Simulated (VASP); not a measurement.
Input:

```xyz
2
Lattice="0.0000 3.5111 3.5111 3.5111 0.0000 3.5111 3.5111 3.5111 0.0000" Properties=species:S:1:pos:R:3 pbc="T T T"
Rb     0.0000     0.0000     0.0000
Br     3.5111     3.5111     3.5111
```

All values below come from PBE GGA, VASP's PBE PAW potentials (set 64) (plane waves; VASP 6.6.1). Settings: 350 eV cut-off, Gaussian smearing of 0.050 eV, potentials Rb_sv Br.

### Question
Give the energies of bands 6 to 11 at the high-symmetry points, in eV from the valence-band maximum.

### Answer

| band | Γ | X | U | L | W |
|---|---|---|---|---|---|
| 6 | 0.00 | -0.45 | -0.44 | -0.87 | -0.42 |
| 7 | 0.00 | -0.15 | -0.39 | -0.30 | -0.33 |
| 8 | 0.00 | -0.15 | -0.23 | -0.30 | -0.33 |
| 9 | 4.18 | 5.67 | 6.33 | 6.62 | 7.00 |
| 10 | 7.25 | 6.86 | 7.78 | 7.46 | 7.00 |
| 11 | 7.25 | 8.83 | 7.95 | 9.26 | 7.96 |

The gap is direct, 4.18 eV, from the valence maximum at Γ to the conduction minimum at Γ.

Measured: gap 7.20 eV (computed value off by -3.02 eV), as given by Aguado et al., (1998), arXiv:cond-mat/9809176.

The compound is RbBr in the rock salt structure. It was relaxed first, which changed the volume by +6 %.
